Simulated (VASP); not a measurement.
Consider the following.

```
CELL_PARAMETERS angstrom
      5.56147     0.00000     0.00000
     -2.78073     4.81637     0.00000
      0.00000     0.00000     5.02450
ATOMIC_POSITIONS crystal
  Hf 0.66053 0.00000 0.00000
  Hf 0.33947 0.33947 0.00000
  Hf 0.00000 0.66053 0.00000
  Hf 0.33333 0.66667 0.50000
  Hf 0.66667 0.33333 0.50000
  Sc 0.00000 0.00000 0.50000
```

Level of theory: PBEsol GGA, VASP's PBE PAW potentials (set 64) (plane waves; VASP 6.6.1). Settings: 300 eV cut-off, 5×5×5 Γ-centred mesh, Gaussian smearing of 0.10 eV, potentials Hf_pv Sc_sv.

Task: Give the energies of bands 22 to 35 at the high-symmetry points, in eV from the Fermi level.

Result: 
| band | Γ | M | K | A | L | H |
|---|---|---|---|---|---|---|
| 22 | -1.80 | -3.00 | -3.90 | -1.76 | -3.42 | -3.35 |
| 23 | -1.80 | -2.33 | -2.01 | -1.51 | -3.19 | -3.31 |
| 24 | -1.67 | -1.89 | -2.01 | -1.51 | -3.09 | -3.31 |
| 25 | -1.61 | -1.76 | -1.79 | -1.25 | -2.69 | -2.73 |
| 26 | -1.61 | -1.39 | -1.51 | -1.25 | -0.74 | -0.63 |
| 27 | -1.31 | -1.08 | -1.28 | -1.07 | -0.64 | -0.63 |
| 28 | -1.18 | -0.89 | -1.28 | -1.04 | -0.56 | -0.61 |
| 29 | -1.18 | -0.77 | -0.51 | -1.04 | -0.49 | -0.55 |
| 30 | 0.39 | -0.66 | -0.51 | -0.09 | -0.40 | -0.55 |
| 31 | 0.62 | -0.59 | -0.38 | -0.02 | -0.38 | -0.35 |
| 32 | 0.74 | 0.85 | 1.17 | 0.09 | 0.45 | 0.77 |
| 33 | 0.74 | 0.96 | 1.18 | 0.09 | 0.50 | 0.77 |
| 34 | 0.89 | 0.98 | 1.25 | 0.36 | 0.64 | 0.79 |
| 35 | 1.36 | 1.05 | 1.27 | 0.61 | 0.67 | 0.80 |

It has no gap at this level: it comes out as a metal or semimetal.

The structure comes from a computed database's Hf5Sc entry (P-62m); how it stands against other phases isn't given here. The cell was not relaxed at this level. The electron count is odd and the run is not spin-polarised, which forces a metal.
